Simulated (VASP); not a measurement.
SnSe2:

```
Sn Se
1.0
     3.81100    0.00000    0.00000
    -1.90550    3.30042    0.00000
     0.00000    0.00000    6.13600
Sn Se
1 2
Cartesian
  0.0000 0.0000 0.0000
  0.0000 2.2003 1.5279
  1.9055 1.1001 4.6081
```

* Program: VASP 6.6.1
* Task: relaxation of cell and atoms
* Functional: PBE
* Dispersion: D3(BJ)
* Potentials or basis: VASP PAW PBE potentials, release 64 (Sn_d, Se)
* Cutoff: 600 eV
* k mesh: 9 × 9 × 5
* Occupations: gaussian, width 0.03 eV
* Spin: no spin polarisation

At the start: pressure 3.3 GPa; volume 25.73 Å³/atom.

Q: Where does the relaxation end?

A: Over 15 steps the energy falls by 22.5 meV/atom and the volume is 25.57 Å³/atom (-0.6 %); space group P-3m1 (No. 164, to 0.05 Å).

Step by step:
```tsv
step	energy change (eV)	largest force (eV/Å)	pressure (GPa)	volume (Å³)
1	0.0000	0.8170	3.32	77.18
2	-0.0197	0.2899	-2.87	83.28
3	-0.0517	0.1634	-0.43	80.49
4	-0.0517	0.1750	-0.35	80.42
5	-0.0556	0.1286	-0.22	79.88
6	-0.0575	0.0774	-0.05	79.31
7	-0.0576	0.0634	0.00	79.15
8	-0.0596	0.0466	-0.06	78.93
9	-0.0641	0.0019	-0.24	78.26
10	-0.0665	0.0943	-0.45	76.89
11	-0.0668	0.0664	-0.38	77.28
12	-0.0669	0.0461	0.41	76.18
13	-0.0675	0.0072	0.05	76.70
14	-0.0675	0.0101	0.00	76.73
15	-0.0675	0.0087	0.02	76.71
```

Final structure:
```cif
data_structure
_symmetry_space_group_name_H-M 'P 1'
_symmetry_Int_Tables_number 1
_cell_length_a 3.8394
_cell_length_b 3.8394
_cell_length_c 6.0092
_cell_angle_alpha 90.000
_cell_angle_beta 90.000
_cell_angle_gamma 120.000
_cell_volume 76.71
loop_
_atom_site_label
_atom_site_type_symbol
_atom_site_fract_x
_atom_site_fract_y
_atom_site_fract_z
_atom_site_occupancy
Sn1 Sn 0.00000 0.00000 0.00000 1
Se1 Se 0.33333 0.66667 0.26558 1
Se2 Se 0.66667 0.33333 0.73442 1
```
